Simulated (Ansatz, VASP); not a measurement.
# SiH2C (H-SiC-H chair bilayer, AB) in two plane-wave programs, part 2 of 2

Wanted: the spread between two codes on one cell, functional and k mesh. The cell is taken from a series of runs on this material, whose earlier steps may have relaxed, scaled, displaced or heated it; both programs get it as it stands.

VASP 6.6.1 and Ansatz 0.2.0.

So far: Set-up; VASP: single point, PBEsol with D3(BJ).

## 3. Ansatz: single point, PBEsol with D3(BJ)

Level of this step: Ansatz beside VASP: Kohn-Sham DFT, plane waves, PBEsol with D3(BJ) (Ansatz).

Ansatz runs on its default PAW (the set named soft_2) files.

The same cell, functional, mesh and smearing now go to Ansatz, which takes its cutoff from its data sets.

Input file input.yaml:

```yaml
crystal:
  lattice:
    - [3.0927671508, 0.0, 0.0]
    - [-1.5463835754, 2.6784149206, 0.0]
    - [0.0, 0.0, 25.9069415725]
  atoms:
    - { symbol: H, position: [0.6666666667, 0.3333333333, 0.34739724] }
    - { symbol: C, position: [0.6666666667, 0.3333333333, 0.3902351017] }
    - { symbol: Si, position: [0.3333333333, 0.6666666667, 0.4125503886] }
    - { symbol: H, position: [0.3333333333, 0.6666666667, 0.4704725502] }
    - { symbol: H, position: [0.0, 0.0, 0.5296267138] }
    - { symbol: C, position: [0.0, 0.0, 0.5724390801] }
    - { symbol: Si, position: [0.6666666667, 0.3333333333, 0.5946565143] }
    - { symbol: H, position: [0.6666666667, 0.3333333333, 0.65260276] }
kpoints:
  mp_grid: { grid: [18, 18, 1] }
  band_path:
    path: [[0, 0, 0], [0.5, 0, 0], [0.33333333, 0.33333333, 0], [0, 0, 0]]
    npoints: 16
hamiltonian:
  xc: pbesol
  dispersion: d3bj
scf:
  occupations: { method: fermi_dirac, width: 0.05 }
  convergence: { dr2_threshold: 1.0e-10 }
efield:
  axis: 3
  dipole_correction: true
  ramp_position: 0.97
  ramp_width: 0.06
  amplitude: 0
output:
  dos: { projected: true, e_range: [-6, 5] }
  bader: true
  write_potential: true
  write_density: true
  volumetric_format: npy
  elf: true
```

Launch:

```
$ ansatz run input.yaml --threads 4 --pin off --max-ram 6144MiB --backend cpu --events-out ev --progress --plain --runs-dir out
```

Numbers of over 12 decimals in the logs are rounded to 6 here.

The log of the run:

```text
Engine: ansatz 0.2.0, aarch64-unknown-linux-gnu
Pseudopotentials: kind: paw
Pseudopotential: H, paw, valence charge 1, recommended cutoff 420 eV (normal), H.paw.azcp
Pseudopotential: C, paw, valence charge 4, recommended cutoff 420 eV (normal), C.paw.azcp
Pseudopotential: Si, paw, valence charge 4, recommended cutoff 420 eV (normal), Si.paw.azcp
Functional definition: PBEsol
  exchange = pbesol_x
  correlation = pbesol_c
Crystal: 8 atoms, lattice volume = 214.606 Å³
Basis set: ecut = 420 eV, 4155 PW (Γ)
Bands: 18, of which v1, the nominal top of the filled ones, is band 10 counted from 1 (9 counted from 0)
Symmetry: 6 space group operations
Space group: P3m1 (ITA 156), of the structure as read, at distance tolerance 6.0e-5 Å
k-points: 37 of 324 (time reversal used)
Non-local potential: H, projectors of the file, l = 0: 2, l = 1: 1
Non-local potential: C, projectors of the file, l = 0: 2, l = 1: 2, l = 2: 1
Non-local potential: Si, projectors of the file, l = 0: 2, l = 1: 2, l = 2: 2
PAW form: soft (Blöchl's): semilocal exchange-correlation on the pseudo side does not see the compensation charge
PAW frozen core: C, regenerated for the run's functional, and the local potential with it (the file was generated under x = pbe(κ = 0.804, μ = 0.219515), c = pbe(β = 0.066725))
PAW frozen core: Si, regenerated for the run's functional, and the local potential with it (the file was generated under x = pbe(κ = 0.804, μ = 0.219515), c = pbe(β = 0.066725))
PAW one-centre angular grid: H, 110 points (default); XC on 64 Gauss nodes
PAW one-centre angular grid: C, 110 points (default); XC on 64 Gauss nodes
PAW one-centre angular grid: Si, 110 points (default); XC on 64 Gauss nodes
Initial density: superposition of atomic densities (neutral atoms: chi_scale 0, normalization atom), corrected by the library's trained network
Initial wavefunctions: pseudopotential atomic-orbital guess
Functional: x = pbesol(κ = 0.804, μ = 0.123457), c = pbesol(β = 0.046)
SCF iter   1: F=—  HF=-1800.519043 eV  |F-HF|=—  |Δ(HF+E_count)|=         —  Δρ=3.78e-3  dr2=5.25e-2  ethr=1.77e-3  p=-0.091 e·Å  D=-7.64e-2 V/Å  ΔV_dip=1.98 eV  dr2_dipole=5.05e-3  V_vac-E_F(+/−)=4.63/2.65 eV  ⟨swp⟩=8.9  Hψ=5181  notcnv=0  defer=10
efield: sawtooth ramp at fractional position 0.9700 (set: `efield.ramp_position`, or a place that a band, a saddle search or an elastic batch's reference lends), width 0.0600; the density the first Hamiltonian is built on has a dipole p = -0.091 e·Å; the dipole correction subtracts the counter field D = -7.64e-2 V/Å, which shifts the + side's vacuum level by +1.98 eV against the − side's; the planar-averaged density in the ramp window peaks in size at 1.3e-5 e/Å³
preconditioner: auto → none  [insulator: Δε(μ)=3.034 eV  Ē_g=11.763 eV  σ=0.050 eV  W_gap=1.00  n_scr=14 (ndim 8)  ℏωp=11.3 eV  f_vac=0.601  D(μ)=0.00/eV (n_scr^D=0)  ε∞_Penn≈1.9]
SCF iter   2: F=—  HF=-1800.502064 eV  |F-HF|=—  |Δ(HF+E_count)|=   1.70e-2  Δρ=1.69e-3  dr2=9.55e-3  ethr=2.63e-4  p=-0.145 e·Å  D=-1.23e-1 V/Å  ΔV_dip=3.18 eV  dr2_dipole=1.10e-4  V_vac-E_F(+/−)=5.13/1.96 eV  ⟨swp⟩=3.7  Hψ=1489  notcnv=0  defer=116
SCF iter   3: F=—  HF=-1800.502817 eV  |F-HF|=—  |Δ(HF+E_count)|=   7.53e-4  Δρ=6.98e-4  dr2=4.82e-3  ethr=4.77e-5  p=-0.137 e·Å  D=-1.15e-1 V/Å  ΔV_dip=2.98 eV  dr2_dipole=1.85e-3  V_vac-E_F(+/−)=4.92/1.93 eV  ⟨swp⟩=2.6  Hψ=1134  notcnv=0  defer=113
SCF iter   4: F=—  HF=-1800.501681 eV  |F-HF|=—  |Δ(HF+E_count)|=   1.14e-3  Δρ=4.07e-4  dr2=5.97e-4  ethr=2.41e-5  p=-0.158 e·Å  D=-1.33e-1 V/Å  ΔV_dip=3.45 eV  dr2_dipole=7.27e-5  V_vac-E_F(+/−)=5.20/1.75 eV  ⟨swp⟩=2.1  Hψ=1152  notcnv=0  defer=112
SCF iter   5: F=—  HF=-1800.501662 eV  |F-HF|=—  |Δ(HF+E_count)|=   1.86e-5  Δρ=1.52e-4  dr2=4.14e-5  ethr=2.98e-6  p=-0.156 e·Å  D=-1.32e-1 V/Å  ΔV_dip=3.41 eV  dr2_dipole=6.83e-8  V_vac-E_F(+/−)=5.16/1.75 eV  ⟨swp⟩=2.4  Hψ=795  notcnv=0  defer=112
SCF iter   6: F=—  HF=-1800.501683 eV  |F-HF|=—  |Δ(HF+E_count)|=   2.03e-5  Δρ=3.55e-5  dr2=6.78e-6  ethr=2.07e-7  p=-0.157 e·Å  D=-1.32e-1 V/Å  ΔV_dip=3.43 eV  dr2_dipole=2.05e-7  V_vac-E_F(+/−)=5.16/1.73 eV  ⟨swp⟩=2.3  Hψ=875  notcnv=0  defer=112
SCF iter   7: F=—  HF=-1800.501686 eV  |F-HF|=—  |Δ(HF+E_count)|=   3.36e-6  Δρ=1.80e-5  dr2=1.44e-6  ethr=3.39e-8  p=-0.157 e·Å  D=-1.32e-1 V/Å  ΔV_dip=3.43 eV  dr2_dipole=4.66e-8  V_vac-E_F(+/−)=5.16/1.73 eV  ⟨swp⟩=2.3  Hψ=848  notcnv=0  defer=112
SCF iter   8: F=—  HF=-1800.501691 eV  |F-HF|=—  |Δ(HF+E_count)|=   5.27e-6  Δρ=7.29e-6  dr2=7.79e-8  ethr=7.21e-9  p=-0.157 e·Å  D=-1.32e-1 V/Å  ΔV_dip=3.43 eV  dr2_dipole=9.87e-10  V_vac-E_F(+/−)=5.16/1.73 eV  ⟨swp⟩=2.4  Hψ=804  notcnv=0  defer=112
SCF iter   9: F=—  HF=-1800.501691 eV  |F-HF|=—  |Δ(HF+E_count)|=   6.31e-8  Δρ=1.67e-6  dr2=3.31e-9  ethr=3.89e-10  p=-0.157 e·Å  D=-1.32e-1 V/Å  ΔV_dip=3.43 eV  dr2_dipole=1.79e-11  V_vac-E_F(+/−)=5.16/1.73 eV  ⟨swp⟩=2.4  Hψ=928  notcnv=0  defer=112
SCF iter  10: F=—  HF=-1800.501691 eV  |F-HF|=—  |Δ(HF+E_count)|=   4.20e-9  Δρ=4.32e-7  dr2=4.25e-10  ethr=1.65e-11  p=-0.157 e·Å  D=-1.32e-1 V/Å  ΔV_dip=3.43 eV  dr2_dipole=4.01e-13  V_vac-E_F(+/−)=5.16/1.73 eV  ⟨swp⟩=2.0  Hψ=897  notcnv=0  defer=112
SCF iter  11: F=-1800.501691 eV  HF=-1800.501691 eV  |F-HF|=3.32e-11  |Δ(HF+E_count)|=  1.55e-10  Δρ=1.06e-7  dr2=1.65e-11  ethr=1.00e-12  p=-0.157 e·Å  D=-1.32e-1 V/Å  ΔV_dip=3.43 eV  dr2_dipole=8.84e-14  V_vac-E_F(+/−)=5.16/1.73 eV  ⟨swp⟩=13.2  Hψ=3025  notcnv=0
SCF 1 converged in 11 iterations: F = -1800.501691 eV  dr2 = 1.65e-11
  greatest PAW one-centre occupation: 0.646 electrons in one spin orbital (limit 2), on the C atom at site 5 (counted from 0), in its partial waves of l = 0
NSCF: frozen V_eff on 49 k-points
efield: sawtooth ramp at fractional position 0.9700 (kept from the solve that this one continues, or follows in the run), width 0.0600; the density the first Hamiltonian is built on has a dipole p = -0.157 e·Å; the dipole correction subtracts the counter field D = -1.32e-1 V/Å, which shifts the + side's vacuum level by +3.43 eV against the − side's; the planar-averaged density in the ramp window peaks in size at 1.6e-6 e/Å³
WARN: The output density's exchange-correlation potential varies sharply where the density is thin. Do not read a vacuum level from v_tot or v_xc, or from such a field of the output density. On a cell that repeats whose density bears no net charge and no dipole along the vacuum's axis use v_es (v_loc + v_h of the components); under efield.dipole_correction with no amplitude use v_es + v_field, which holds any externa [...]
SCF converged after 11 iterations
Free energy (F): -1800.501691 eV
Harris-Foulkes:  -1800.501691 eV  (|F-HF|=3.32e-11)
Internal energy: -1800.501691 eV  (E = F + TS)
E sigma→0 (E₀):  -1800.501691 eV
Fermi energy:    -0.363146 eV
Dipole field:    D = -0.132343 V/Å  (p = -0.156957 e·Å, saw-weighted, corrected)
Work function:   Φ+ = 5.1587 eV   Φ− = 1.7300 eV
Levels:          The Fermi level and band energies are counted from a zero that moves with the ramp; work functions are not
--- Per-component energies (eV) ---
  E_band       = -150.445124
  E_kinetic    = 321.670054
  E_local      = -8812.259154  (includes V_loc(G=0)·N_el)
  E_nonlocal   = 111.620344
  E_hartree    = 4255.760381
  E_xc         = -242.311111
  E_vxc        = -261.123409  (∫ρ·V_xc dr)
  E_paw        = -1191.014259  (= ΣΔE_a)
  E_vpaw       = -21.476731  (= ΣTr[D̂ρ^β])
  E_aug_tail   = -0.004999  (compensation charges beyond the density's cutoff)
  E_efield     = 0.010386  (sawtooth field / dipole correction)
  E_vefield    = -0.391950  (∫n·V_field dr)
  E_ewald      = 3756.512893
  E_disp       = -0.591550  (pairwise vdW)
  E_core_change = 0.105322  (= ΣΔE_core)
  E_smearing   = -0.000000  (= −TS)
  E_closure    = 0.000000  (closes the sum)
  Σ components = -1800.501691   (vs F -1800.501691, Δ=0.00e0)
--- Band table (eV; the first three rows and the last of 37) ---
  k-point 0: bands = [... 6 lower, -3.0779, -3.0779, -1.4461, -1.4461, 0.7296, 1.9569, 2.8187, 3.3053, ... 4 higher]
  k-point 1: bands = [... 6 lower, -3.3382, -3.1464, -1.7107, -1.5146, 0.7854, 2.0187, 2.9987, 3.3687, ... 4 higher]
  k-point 2: bands = [... 6 lower, -3.5508, -3.3332, -2.3846, -1.7014, 0.9489, 2.2017, 3.2538, 3.5592, ... 4 higher]
  k-point 36: bands = [... 6 lower, -6.1499, -5.4338, -5.1936, -3.5282, 1.8762, 3.4170, 3.7716, 4.3252, ... 4 higher]
--- Bader charges: 8 sites ---
  site symbol  charge [e]  shift [e]
     0      H      0.0449     0.0072
     1      C     -2.1271     0.0058
     2     Si      2.7238     0.0164
     3      H     -0.6389     0.0033
     4      H      0.0457     0.0074
     5      C     -2.1316     0.0056
     6     Si      2.7267     0.0164
     7      H     -0.6435     0.0033
  estimated error of the sums over rays = 5.4e-4 e
```

In the SCF lines HF is the Harris–Foulkes energy and dr2 the Hartree energy of the density residual, in eV; the loop may stop once dr2 is under the threshold and the program's other checks hold. Hψ counts applications of the Hamiltonian.

## 4. Differences

Known differences besides the potentials themselves: the cutoff is 420 eV in Ansatz and 520 eV in VASP; Ansatz makes its cores anew for this functional, VASP keeps those of its PBE data sets. Total energies have different zeros and are not compared.

Both answers:

```
              quantity  Ansatz   VASP  difference
gap on the k mesh (eV)   2.176  2.170      +0.005
```

A gap on the mesh is an upper bound, since the band edges may lie between its points. With vacuum in the cell, a pressure given here is an average over mostly empty space and none of the material.

## 5. Outcome

```yaml
difference_in_gap_on_the_k_mesh_single_point_pbesol_with_d3_bj: 0.0053 eV
```

In words: The difference in gap on the k mesh is 0.0053 eV (single point, PBEsol with D3(BJ)), within the 0.08 eV picked in this series as the mark of a large difference. Such differences can come from data sets, numerical settings and the points named under the comparisons, not from the functional's error against experiment.

[Lines on the potential files, build, host, timing and source positions are cut from VASP's logs without a mark.]

[Logs are printed without paths, hosts, clocks, repeated set-up lines and the standing remarks that a program may print on its own settings, such as how far it seeks lower states.]

[Hosts, paths, dates, database ids (printed as entryN), source tags and the programs' standing remarks are cut or masked in the printed files.]
